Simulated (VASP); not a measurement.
VASP runs on SiO₂ (space group P3_121) share one base input (PBE GGA, plane waves, VASP's PBE PAW potentials (set 64)) and change the settings named in each case.

KPOINTS:
```
Automatic mesh
0
Gamma
4 4 3
0 0 0
```

**INCAR**
```
SYSTEM = SiO2
PREC = Accurate
ENCUT = 400
EDIFF = 1E-6
NELM = 100
ALGO = Normal
LREAL = .FALSE.
LASPH = .TRUE.
ISMEAR = 0
SIGMA = 0.01
GGA = PE
LWAVE = .FALSE.
LCHARG = .FALSE.
ISIF = 2
```

File POSCAR:
```
SiO2
1
    4.8441940000     0.0000000000     0.0000000000
   -2.4220970000     4.1951960000     0.0000000000
    0.0000000000     0.0000000000     5.3530890000
Si O
3 6
Direct
  0.5310900000   0.5310900000   0.0000000000
  0.4689100000   0.0000000000   0.3333330000
  0.0000000000   0.4689100000   0.6666670000
  0.2692200000   0.4133900000   0.7848900000
  0.5866100000   0.8558300000   0.1182230000
  0.1441700000   0.7307800000   0.4515570000
  0.4133900000   0.2692200000   0.2151100000
  0.8558300000   0.5866100000   0.8817770000
  0.7307800000   0.1441700000   0.5484430000
```

POTCAR, in this order: Si O (PBE.64 set). Program: vasp_std.

```csv
change,E(σ→0) (eV/atom),pressure (GPa),largest force (eV/Å)
base run,-7.8758,10.26,0.807
"GGA removed, POTCAR Si O (LDA.64 set)",-8.6612,2.86,0.485
GGA = PS,-8.2077,[?],[?]
GGA = RP,-7.5417,[?],[?]
GGA = RE,-7.5813,12.94,0.876
"GGA removed, LMIXTAU = .TRUE., METAGGA = R2SCAN",-9.9389,5.08,0.543
GGA = 91,-7.9190,9.73,0.781
```

**Question.** Some entries are withheld; supply them.

**Answer.** 
- GGA = RP, pressure (GPa): 13.74
- GGA = RP, largest force (eV/Å): 0.903
- GGA = PS, pressure (GPa): 7.53
- GGA = PS, largest force (eV/Å): 0.732

Energies of different potentials or functionals have different zeros.  At 400 eV the pressure can carry a Pulay error.

Left out are runs that ran out of time, are held back, or changed the cell or the kind of run, fixed moments of cells without a moment, rows past the twelfth, gaps on odd meshes, pressures of charged cells and columns that move by less than the noise.

The structure comes from a computed database's SiO2 entry; how it stands against other phases isn't given here. The cell was not relaxed at this level, forces remain on its atoms, its lattice was scaled by up to 2.5 %.
